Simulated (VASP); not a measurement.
Calculation: r2SCAN meta-GGA, VASP's PBE PAW potentials (set 64) (plane waves; VASP).

A VASP calculation is set up with these files.

INCAR:
```
! general
SYSTEM  = Tl
PREC    = Accurate
ENCUT   = 520   ! plane-wave cut-off (eV)
LREAL   = .False.   ! projection in real space or not
LASPH   = .True.   ! aspherical one-centre terms

! electronic loop
EDIFF   = 1E-6   ! SCF stop (eV)
NELM    = 100   ! most electronic steps
ALGO    = Normal   ! blocked Davidson
LMAXMIX = 4
LMIXTAU = .True.

! smearing
ISMEAR  = 1
SIGMA   = 0.1   ! width (eV)

! functional
METAGGA = R2SCAN

! ions
IBRION  = 2
NSW     = 60   ! most ionic steps
ISIF    = 3
EDIFFG  = -0.01   ! ionic stop

! output
LWAVE   = .False.
LCHARG  = .False.
```

File POSCAR:
```
Tl
1
    1.7300000000    -2.9964480000     0.0000000000
    1.7300000000     2.9964480000     0.0000000000
    0.0000000000     0.0000000000     5.5200000000
Tl
2
Direct
  0.3333330000   0.6666670000   0.2500000000
  0.6666670000   0.3333330000   0.7500000000
```

**KPOINTS**
```
Automatic mesh
0
gamma
 11 11 6
0 0 0
```

POTCAR, in this order: Tl_d (PBE.64 set). Program: vasp_std.

Output of the run:

**OSZICAR**
```
...
DAV:  11    -0.106315194300E+03    0.22100E-01   -0.10710E-02  2250   0.819E-01    0.639E-01
DAV:  12    -0.106306577365E+03    0.86169E-02   -0.14888E-03  2368   0.252E-01    0.437E-01
DAV:  13    -0.106340208081E+03   -0.33631E-01   -0.17963E-02  2237   0.112E+00    0.128E-01
DAV:  14    -0.106338837112E+03    0.13710E-02   -0.13216E-03  2233   0.251E-01    0.136E-01
DAV:  15    -0.106340477344E+03   -0.16402E-02   -0.52383E-04  2311   0.197E-01    0.115E-01
DAV:  16    -0.106340720728E+03   -0.24338E-03   -0.75338E-05  2350   0.765E-02    0.913E-02
DAV:  17    -0.106341010944E+03   -0.29022E-03   -0.24183E-04  2232   0.133E-01    0.627E-02
DAV:  18    -0.106341022586E+03   -0.11642E-04   -0.46873E-05  2304   0.643E-02    0.335E-02
DAV:  19    -0.106341026992E+03   -0.44056E-05   -0.16318E-05  2244   0.351E-02    0.819E-03
DAV:  20    -0.106341024938E+03    0.20538E-05   -0.12853E-06  1700   0.792E-03    0.154E-03
DAV:  21    -0.106341025201E+03   -0.26331E-06   -0.12971E-06  1688   0.962E-03
   1 F= -.10634103E+03 E0= -.10634063E+03  d E =-.106341E+03
       N       E                     dE             d eps       ncg     rms          rms(c)
DAV:   1    -0.106973365387E+03   -0.63234E+00   -0.12471E+01  2181   0.329E+01    0.481E+00
DAV:   2    -0.106431929713E+03    0.54144E+00   -0.11102E+00  2176   0.860E+00    0.153E+00
DAV:   3    -0.106341706335E+03    0.90223E-01   -0.30044E-01  2206   0.495E+00    0.123E+00
DAV:   4    -0.106271846419E+03    0.69860E-01   -0.20711E-01  2216   0.339E+00    0.212E-01
DAV:   5    -0.106353963761E+03   -0.82117E-01   -0.41933E-02  2213   0.174E+00    0.847E-02
DAV:   6    -0.106352187944E+03    0.17758E-02   -0.11154E-03  2230   0.258E-01    0.608E-02
DAV:   7    -0.106355687746E+03   -0.34998E-02   -0.11531E-03  2215   0.284E-01    0.158E-02
DAV:   8    -0.106356570964E+03   -0.88322E-03   -0.77054E-04  2248   0.218E-01    0.448E-03
DAV:   9    -0.106356590392E+03   -0.19429E-04   -0.53100E-05  2241   0.751E-02    0.401E-03
DAV:  10    -0.106356578357E+03    0.12035E-04   -0.12928E-05  2172   0.514E-02    0.532E-03
DAV:  11    -0.106356601410E+03   -0.23052E-04   -0.78715E-06  1696   0.276E-02    0.201E-04
DAV:  12    -0.106356597752E+03    0.36571E-05   -0.45273E-07  1147   0.661E-03    0.707E-04
DAV:  13    -0.106356598979E+03   -0.12269E-05   -0.57848E-08  1091   0.188E-03    0.294E-04
DAV:  14    -0.106356598240E+03    0.73928E-06   -0.29721E-08  1091   0.161E-03
   2 F= -.10635660E+03 E0= -.10635622E+03  d E =-.155730E-01
       N       E                     dE             d eps       ncg     rms          rms(c)
DAV:   1    -0.106358131104E+03   -0.15321E-02   -0.29810E-02  2179   0.157E+00    0.229E-01
DAV:   2    -0.106356796320E+03    0.13348E-02   -0.29137E-03  2178   0.449E-01    0.729E-02
DAV:   3    -0.106356610168E+03    0.18615E-03   -0.71600E-04  2195   0.244E-01    0.555E-02
DAV:   4    -0.106356208704E+03    0.40146E-03   -0.79945E-04  2219   0.205E-01    0.945E-03
DAV:   5    -0.106356595848E+03   -0.38714E-03   -0.19634E-04  2216   0.105E-01    0.423E-03
DAV:   6    -0.106356623990E+03   -0.28143E-04   -0.21565E-05  2250   0.373E-02    0.313E-03
DAV:   7    -0.106356627775E+03   -0.37844E-05   -0.76057E-07  1232   0.720E-03    0.130E-03
DAV:   8    -0.106356627202E+03    0.57282E-06   -0.71734E-08  1091   0.232E-03
   3 F= -.10635663E+03 E0= -.10635624E+03  d E =-.156020E-01
       N       E                     dE             d eps       ncg     rms          rms(c)
DAV:   1    -0.106357947930E+03   -0.13202E-02   -0.49838E-02  2245   0.179E+00    0.154E-01
DAV:   2    -0.106357016207E+03    0.93172E-03   -0.84918E-04  2231   0.265E-01    0.884E-02
DAV:   3    -0.106356802360E+03    0.21385E-03   -0.60134E-04  2199   0.255E-01    0.257E-02
DAV:   4    -0.106356774491E+03    0.27870E-04   -0.23857E-04  2252   0.142E-01    0.848E-03
DAV:   5    -0.106356825550E+03   -0.51059E-04   -0.18784E-04  2216   0.117E-01    0.342E-03
DAV:   6    -0.106356852187E+03   -0.26637E-04   -0.55939E-05  2190   0.565E-02    0.234E-03
DAV:   7    -0.106356855899E+03   -0.37128E-05   -0.10196E-06  1619   0.747E-03    0.732E-04
DAV:   8    -0.106356854373E+03    0.15259E-05   -0.74603E-08  1091   0.276E-03    0.378E-04
DAV:   9    -0.106356855214E+03   -0.84027E-06   -0.12238E-08  1091   0.122E-03
   4 F= -.10635686E+03 E0= -.10635646E+03  d E =-.228012E-03
       N       E                     dE             d eps       ncg     rms          rms(c)
DAV:   1    -0.106367091369E+03   -0.10237E-01   -0.44829E-01  2245   0.536E+00    0.460E-01
DAV:   2    -0.106358876683E+03    0.82147E-02   -0.75144E-03  2239   0.782E-01    0.265E-01
DAV:   3    -0.106356851220E+03    0.20255E-02   -0.54616E-03  2196   0.769E-01    0.761E-02
DAV:   4    -0.106356783010E+03    0.68210E-04   -0.21424E-03  2243   0.425E-01    0.253E-02
DAV:   5    -0.106357111245E+03   -0.32823E-03   -0.16254E-03  2216   0.344E-01    0.980E-03
DAV:   6    -0.106357418811E+03   -0.30757E-03   -0.49353E-04  2189   0.167E-01    0.704E-03
DAV:   7    -0.106357434401E+03   -0.15590E-04   -0.80320E-06  2024   0.208E-02    0.243E-03
DAV:   8    -0.106357429946E+03    0.44552E-05   -0.52465E-07  1180   0.781E-03    0.113E-03
DAV:   9    -0.106357433262E+03   -0.33160E-05   -0.13863E-07  1091   0.426E-03    0.588E-04
DAV:  10    -0.106357433435E+03   -0.17317E-06   -0.57699E-08  1091   0.223E-03
   5 F= -.10635743E+03 E0= -.10635699E+03  d E =-.806233E-03
       N       E                     dE             d eps       ncg     rms          rms(c)
DAV:   1    -0.106394853421E+03   -0.37420E-01   -0.17911E+00  2239   0.107E+01    0.913E-01
DAV:   2    -0.106362798642E+03    0.32055E-01   -0.29035E-02  2213   0.152E+00    0.528E-01
DAV:   3    -0.106354635151E+03    0.81635E-02   -0.21893E-02  2198   0.154E+00    0.147E-01
DAV:   4    -0.106354811978E+03   -0.17683E-03   -0.82953E-03  2236   0.839E-01    0.502E-02
DAV:   5    -0.106355863525E+03   -0.10515E-02   -0.60388E-03  2216   0.669E-01    0.193E-02
DAV:   6    -0.106357162843E+03   -0.12993E-02   -0.18691E-03  2198   0.327E-01    0.138E-02
DAV:   7    -0.106357202470E+03   -0.39627E-04   -0.24791E-05  2257   0.361E-02    0.526E-03
DAV:   8    -0.106357192928E+03    0.95418E-05   -0.19131E-06  1719   0.149E-02    0.235E-03
DAV:   9    -0.106357203203E+03   -0.10276E-04   -0.86143E-07  1620   0.114E-02    0.101E-03
DAV:  10    -0.106357200195E+03    0.30086E-05   -0.12509E-07  1091   0.360E-03    0.241E-04
DAV:  11    -0.106357204952E+03   -0.47575E-05   -0.12053E-07  1091   0.509E-03    0.115E-04
DAV:  12    -0.106357203032E+03    0.19205E-05   -0.28469E-08  1091   0.179E-03    0.150E-04
DAV:  13    -0.106357203087E+03   -0.55277E-07   -0.57784E-09  1091   0.754E-04
   6 F= -.10635720E+03 E0= -.10635640E+03  d E =-.575885E-03
       N       E                     dE             d eps       ncg     rms          rms(c)
DAV:   1    -0.106371494453E+03   -0.14291E-01   -0.65647E-01  2215   0.647E+00    0.552E-01
DAV:   2    -0.106359784440E+03    0.11710E-01   -0.10674E-02  2220   0.920E-01    0.320E-01
DAV:   3    -0.106356634525E+03    0.31499E-02   -0.79051E-03  2197   0.918E-01    0.828E-02
DAV:   4    -0.106356823383E+03   -0.18886E-03   -0.29260E-03  2237   0.501E-01    0.284E-02
DAV:   5    -0.106357129191E+03   -0.30581E-03   -0.21713E-03  2217   0.397E-01    0.118E-02
DAV:   6    -0.106357609615E+03   -0.48042E-03   -0.61274E-04  2189   0.189E-01    0.753E-03
DAV:   7    -0.106357607466E+03    0.21493E-05   -0.13318E-05  2249   0.264E-02    0.228E-03
DAV:   8    -0.106357613910E+03   -0.64442E-05   -0.12939E-06  1700   0.118E-02    0.115E-03
DAV:   9    -0.106357610214E+03    0.36958E-05   -0.19387E-07  1089   0.543E-03    0.608E-04
DAV:  10    -0.106357611336E+03   -0.11219E-05   -0.69183E-08  1088   0.201E-03    0.108E-04
DAV:  11    -0.106357609411E+03    0.19248E-05   -0.28076E-08  1088   0.243E-03    0.606E-05
DAV:  12    -0.106357610215E+03   -0.80360E-06   -0.38727E-09  1088   0.777E-04
   7 F= -.10635761E+03 E0= -.10635702E+03  d E =-.983013E-03
```

File OUTCAR:
```
------------------------ aborting loop because EDIFF is reached ----------------------------------------
  FORCE on cell =-STRESS in cart. coord.  units (eV):
  Direction    XX          YY          ZZ          XY          YZ          ZX
  --------------------------------------------------------------------------------------
  Total       -0.0026419     -0.0026419     -0.0040589      0.0000000      0.0000000      0.0000000
  in kB       -0.0701412     -0.0701412     -0.1077605      0.0000000      0.0000000      0.0000000
  external PRESSURE =      -0.0826810 kB  Pullay stress =       0.0000000 kB
  volume of cell :       60.35
      direct lattice vectors                 reciprocal lattice vectors
     1.770406437 -3.066434009 -0.000000000     0.282421025 -0.163055849  0.000000000
     1.770406437  3.066434009  0.000000000     0.282421025  0.163055849  0.000000000
    -0.000000000  0.000000000  5.557988883    -0.000000000 -0.000000000  0.179921195
 POSITION                                       TOTAL-FORCE (eV/Angst)
 -----------------------------------------------------------------------------------
      1.77041      1.02215      1.38950         0.000000     -0.000000     -0.000000
      1.77041     -1.02215      4.16849        -0.000000      0.000000      0.000000
 -----------------------------------------------------------------------------------
    total drift:                               -0.000017      0.000473      0.000011
  FREE ENERGIE OF THE ION-ELECTRON SYSTEM (eV)
  ---------------------------------------------------
  free  energy   TOTEN  =      -106.3576102148 eV

  energy  without entropy=     -106.3558311634  energy(sigma->0) =     -106.35701720

 reached required accuracy - stopping structural energy minimisation
```
(Selected blocks of OUTCAR.)

### CONTCAR
```
Tl
   1.00000000000000
     1.7704064367492833   -3.0664340086805959   -0.0000000000000000
     1.7704064367492833    3.0664340086805959    0.0000000000000000
    -0.0000000000000000    0.0000000000000000    5.5579888829466038
  Tl
     2
Direct
     0.3333330000000032    0.6666669999999968    0.2500000000000000
     0.6666669999999968    0.3333330000000032    0.7500000000000000
```

Energy and stress use the plane-wave basis of the starting cell.

The compound is Tl in the hcp structure. This run relaxes it. Symmetry was kept, so distortions that lower it aren't found.
